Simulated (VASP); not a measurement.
```yaml
crystal:
  lattice:
    - [0.00000, 2.36154, 2.36154]
    - [2.36154, 0.00000, 2.36154]
    - [2.36154, 2.36154, 0.00000]
  atoms:
    - { symbol: Na, position: [0.00000, 0.00000, 0.00000] }
    - { symbol: F, position: [0.50000, 0.50000, 0.50000] }
```

The numbers are results of vdW-DF-cx, VASP's PBE PAW potentials (set 64) (plane waves; VASP), not measurements. Settings: 520 eV cut-off, 10×10×10 Γ-centred mesh, Gaussian smearing of 0.050 eV, potentials Na_pv F.

Task: Give the stress tensor in GPa (positive for a compressed cell).

Result: 
```
-1.15   0.00   0.00
 0.00  -1.15   0.00
 0.00   0.00  -1.15
```
The pressure is its mean diagonal, -1.15 GPa.

The compound is NaF in the rock salt structure. This cell is one point of a volume scan, at 1.03 of the reference volume.
